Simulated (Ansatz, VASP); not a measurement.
# ZrB2: VASP beside Ansatz, part 2 of 2

Wanted: the spread between two codes on one cell, functional and k mesh. The cell is taken from a series of runs on this material, whose earlier steps may have relaxed, scaled, displaced or heated it; both programs get it as it stands.

VASP 6.6.1 and Ansatz 0.2.0.

So far: The structure; VASP: zone-centre phonons, PBEsol.

**3. Ansatz: zone-centre phonons, PBEsol**

Level of this step: Ansatz beside VASP: Kohn-Sham DFT, plane waves, PBEsol (Ansatz).

Ansatz runs on its PAW soft_1 files.

The same cell, functional, mesh and smearing now go to Ansatz, which takes its cutoff from its data sets.

File input.yaml:

```yaml
crystal:
  lattice:
    - [3.1427424443, 0.0, 0.0]
    - [-1.5713712222, 2.7216947943, 0.0]
    - [0.0, 0.0, 3.5775844122]
  atoms:
    - { symbol: B, position: [0.3333333335, 0.6666666665, 0.5] }
    - { symbol: B, position: [0.6666666665, 0.3333333335, 0.5] }
    - { symbol: Zr, position: [0.0, 0.0, 0.0] }
kpoints:
  mp_grid: { grid: [15, 15, 12] }
hamiltonian:
  xc: pbesol
  pseudopotentials: { kind: paw, azcp: { folder: soft_1 }, xc_functional: pbe }
scf:
  occupations: { method: methfessel_paxton, width: 0.2 }
output:
  eigenvalues: true
phonons:
  method: dfpt
```

Run with:

```
$ ansatz run input.yaml --threads 4 --pin off --max-ram 10240MiB --backend cpu --events-out ev --progress --plain --runs-dir out
```

Numbers of over 12 decimals in the logs are rounded to 6 here.

What it wrote:

```text
zone centre: on kpoints.mp_grid the ground state, and the responses unless they are solved on pairs of k-points, stand on 448 of the mesh's 2700 k-points, reduced under 4 symmetry operations, with k and −k counted as one. Each operation leaves every solved displacement unchanged or reverses it
Engine: ansatz 0.2.0, x86_64-unknown-linux-gnu
Pseudopotentials: kind: paw
Pseudopotential: B, paw, valence charge 3, recommended cutoff 420 eV (normal), soft_1/B.paw.azcp
Pseudopotential: Zr, paw, valence charge 12, recommended cutoff 420 eV (normal), soft_1/Zr.paw.azcp
Functional definition: PBEsol
  exchange = pbesol_x
  correlation = pbesol_c
Crystal: 3 atoms, lattice volume = 30.601 Å³
Basis set: ecut = 420 eV, 563 PW (Γ), exchange–correlation on 48×48×48 points (8 copies of the dense FFT grid, shifted against one another)
Bands: 13, of which v1, the nominal top of the filled ones, is band 9 counted from 1 (8 counted from 0)
Symmetry: 24 space group operations
k-points: 448 of 2700 (irreducible under 4 space group operations, time reversal used)
Non-local potential: B, projectors of the file, l = 0: 2, l = 1: 2, l = 2: 1
Non-local potential: Zr, projectors of the file, l = 0: 3, l = 1: 2, l = 2: 2, l = 3: 1
PAW form: soft (Blöchl's): semilocal exchange-correlation on the pseudo side does not see the compensation charge
PAW frozen core: B, regenerated for the run's functional, and the local potential with it (the file was generated under x = pbe(κ = 0.804, μ = 0.219515), c = pbe(β = 0.066725))
PAW frozen core: Zr, regenerated for the run's functional, and the local potential with it (the file was generated under x = pbe(κ = 0.804, μ = 0.219515), c = pbe(β = 0.066725))
PAW one-centre angular grid: B, 110 points (default); XC on 64 Gauss nodes
PAW one-centre angular grid: Zr, 590 points (default); XC on 64 Gauss nodes
Initial density: superposition of atomic densities (chi_scale 0.1, normalization cell, long waves kept (reshape's long-wave potential 0.00 eV rms))
Initial wavefunctions: pseudopotential atomic-orbital guess
Functional: x = pbesol(κ = 0.804, μ = 0.123457), c = pbesol(β = 0.046)
SCF iter   1: F=—  HF=-4437.739635 eV  |F-HF|=—  |Δ(HF+E_count)|=         —  Δρ=5.56e-2  dr2=1.74e0  ethr=3.10e-3  ⟨swp⟩=4.9  Hψ=28077  notcnv=0
preconditioner: auto → none  [metal: Δε(μ)=0.084 eV  Ē_g=17.004 eV  σ=0.200 eV  W_gap=0.32  n_scr=8 (ndim 8)  ℏωp=26.9 eV  f_vac=0.000  D(μ)=0.23/eV (n_scr^D=0)  sad-step TF]
SCF iter   2: F=—  HF=-4437.341404 eV  |F-HF|=—  |Δ(HF+E_count)|=   3.98e-1  S|Δr|=    0.00e0  Δρ=2.79e-2  dr2=3.94e-1  ethr=3.10e-3  ⟨swp⟩=2.1  Hψ=11407  notcnv=0
SCF iter   3: F=—  HF=-4437.227682 eV  |F-HF|=—  |Δ(HF+E_count)|=   1.14e-1  S|Δr|=    0.00e0  Δρ=2.36e-3  dr2=1.44e-3  ethr=2.19e-3  ⟨swp⟩=2.1  Hψ=10061  notcnv=0
SCF iter   4: F=—  HF=-4437.228019 eV  |F-HF|=—  |Δ(HF+E_count)|=   3.37e-4  S|Δr|=    0.00e0  Δρ=4.33e-4  dr2=5.28e-5  ethr=7.99e-6  ⟨swp⟩=2.3  Hψ=12906  notcnv=0
SCF iter   5: F=—  HF=-4437.228030 eV  |F-HF|=—  |Δ(HF+E_count)|=   1.11e-5  S|Δr|=    0.00e0  Δρ=5.52e-5  dr2=1.01e-6  ethr=2.93e-7  ⟨swp⟩=2.0  Hψ=8207  notcnv=0
SCF iter   6: F=—  HF=-4437.228030 eV  |F-HF|=—  |Δ(HF+E_count)|=   4.61e-9  S|Δr|=    0.00e0  Δρ=9.33e-6  dr2=1.77e-8  ethr=5.59e-9  ⟨swp⟩=2.2  Hψ=9531  notcnv=0
SCF iter   7: F=—  HF=-4437.228030 eV  |F-HF|=—  |Δ(HF+E_count)|=   1.63e-9  S|Δr|=    0.00e0  Δρ=1.86e-6  dr2=6.35e-10  ethr=9.85e-11  ⟨swp⟩=2.0  Hψ=9882  notcnv=0
SCF iter   8: F=-4437.228030 eV  HF=-4437.228030 eV  |F-HF|=1.82e-12  |Δ(HF+E_count)|=  1.55e-11  S|Δr|=    0.00e0  Δρ=2.07e-7  dr2=4.27e-12  ethr=1.00e-12  ⟨swp⟩=4.0  Hψ=27448  notcnv=0
SCF 1 converged in 8 iterations: F = -4437.228030 eV  dr2 = 4.27e-12
  greatest PAW one-centre occupation: 0.996 electrons in one spin orbital (limit 2), on the Zr atom at site 2 (counted from 0), in its partial waves of l = 0
DFPT response loops at Γ: preconditioner auto → Kerker (q_TF=auto, 2.497 Å⁻¹) (partly filled bands, converged f_vac=0.000); β = 1.00, the filter's whole step (`scf.mixing.beta` (0.50) is not read by the response loops under this deck's `scf.mixing.preconditioner`; to damp them name `kerker` or `kerker_dos`, under which they read `scf.mixing.beta`, and type it under 1.00, their step now; both keys bind the ground state too); Broyden in place of MSR1
SCF converged after 8 iterations
Stability not checked: this state was not tested for a lower state beside it, because cold or Methfessel-Paxton smearing, or corrected tetrahedra, fill the levels in a way that the test cannot read (fill_not_monotonic; see scf.lower_state_search)
Free energy (F): -4437.228030 eV
Harris-Foulkes:  -4437.228030 eV  (|F-HF|=1.82e-12)
Internal energy: -4437.228629 eV  (E = F + TS)
E sigma→0 (E₀):  -4437.228180 eV
Entropy (-TS):   0.000599 eV (0.200 meV/atom)
Fermi energy:    15.694520 eV
--- Per-component energies (eV) ---
  E_band       = -25.588073
  E_kinetic    = 418.515342
  E_local      = -527.405391  (includes V_loc(G=0)·N_el)
  E_nonlocal   = 91.058237
  E_hartree    = 178.034876
  E_xc         = -221.682383
  E_vxc        = -263.140946  (∫ρ·V_xc dr)
  E_paw        = -3059.936802  (= ΣΔE_a)
  E_vpaw       = -100.685047  (= ΣTr[D̂ρ^β])
  E_aug_tail   = -0.000010  (compensation charges beyond the density's cutoff)
  E_ewald      = -1316.007641
  E_core_change = 0.195143  (= ΣΔE_core)
  E_smearing   = 0.000599  (= −TS)
  E_closure    = 0.000000  (closes the sum)
  Σ components = -4437.228030   (vs F -4437.228030, Δ=0.00e0)
--- Band table (eV; the first three rows and the last of 448) ---
  k-point 0: bands = [... 5 lower, 13.0374, 13.2468, 13.2468, 13.2495, 19.1585, 19.1585, 19.7767, 19.7767]
  k-point 1: bands = [... 5 lower, 12.2654, 13.3105, 13.3105, 13.9854, 18.6607, 18.6607, 19.5737, 19.5737]
  k-point 2: bands = [... 5 lower, 11.3664, 13.4995, 13.4995, 14.7975, 17.8697, 17.8697, 19.0334, 19.0334]
  k-point 447: bands = [... 5 lower, 8.8636, 11.0856, 12.1471, 13.1907, 18.9656, 20.5624, 20.7104, 21.5911]
--- Phonons (Γ-DFPT): 4 representative perturbations + reference, on 448 of 2700 k-points (Σ response iterations 12) ---
  k mesh reduced under 4 symmetry operations, with k and −k counted as one. Each operation leaves every solved displacement unchanged or reverses it
  ASR residual: 1.498e-4 → 0.000e0 eV/Å²; symmetrization residual: 1.743e-7 eV/Å²
  ASR residual per site (eV/Å²): 1.86e-5 1.86e-5 1.50e-4
  Γ frequencies (cm⁻¹): 0.00 0.00 0.00 447.73 447.73 457.74 563.15 799.72 799.72
  non-analytic LO–TO correction: not included (Born effective charges unavailable; polar crystals: no LO–TO splitting at Γ)
```

In the SCF lines HF is the Harris–Foulkes energy and dr2 the Hartree energy of the density residual, in eV; the loop may stop once dr2 is under the threshold and the program's other checks hold. Hψ counts applications of the Hamiltonian.

**4. Comparison**

Known differences besides the potentials themselves: the cutoff is 420 eV in Ansatz and 500 eV in VASP; Ansatz makes its cores anew for this functional, VASP keeps those of its PBE data sets. Total energies have different zeros and are not compared.

Both answers:

```csv
quantity,Ansatz,VASP,difference
optical mode 1 to 2 (cm⁻¹),447.7,448.4,-0.14 %
optical mode 3 (cm⁻¹),457.7,459.6,-0.41 %
optical mode 4 (cm⁻¹),563.1,563.3,-0.03 %
optical mode 5 to 6 (cm⁻¹),799.7,802.3,-0.32 %
```

Modes are paired by rising frequency, not by their patterns, so a pair may set unlike modes beside each other; they are those without the splitting of longitudinal modes.

**5. Outcome**

| Quantity | Value |
| --- | --- |
| r.m.s. difference of the optical zone-centre modes, each program's sorted by frequency (zone-centre phonons, PBEsol) | 1.7 cm⁻¹ |

What this shows: The r.m.s. difference of the optical zone-centre modes, each program's sorted by frequency is 1.7 cm⁻¹ (zone-centre phonons, PBEsol). How closely two codes agree says nothing of how well the functional describes the real material.

[Lines on the potential files, build, host, timing and source positions are cut from VASP's logs without a mark.]

[Logs are printed without paths, hosts, clocks, repeated set-up lines and the standing remarks that a program may print on its own settings, such as how far it seeks lower states.]

[Hosts, paths, dates, database ids (printed as entryN), source tags and the programs' standing remarks are cut or masked in the printed files.]
